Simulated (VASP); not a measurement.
VASP, PAW. Band gap of SrCl2 (fluorite) (no spin-orbit coupling).

```tsv
level	band gap (eV)
PBE (own cell)	5.23
PBEsol (own cell)	5.22
```

Task: Estimate the band gap from SCAN (own cell), r2SCAN (own cell), LDA (own cell) and from experiment.

Result: 
The SCAN (own cell) is 5.91 eV, the r2SCAN (own cell) is 5.93 eV and the LDA (own cell) is 5.10 eV. The measured is 7.50 eV (as given by Andrés Aguado et al., Journal of the Physical Society of Japan (1999), arXiv:cond-mat/9901145).

Only levels that ran to the end are used. Left out are those held back, those with too coarse a band path, GW runs whose mesh misses a band edge, hybrids' fits of cells that aren't cubic and levels without matching references; a question may draw on a part of the rest.

The compound is SrCl2 in the fluorite structure.
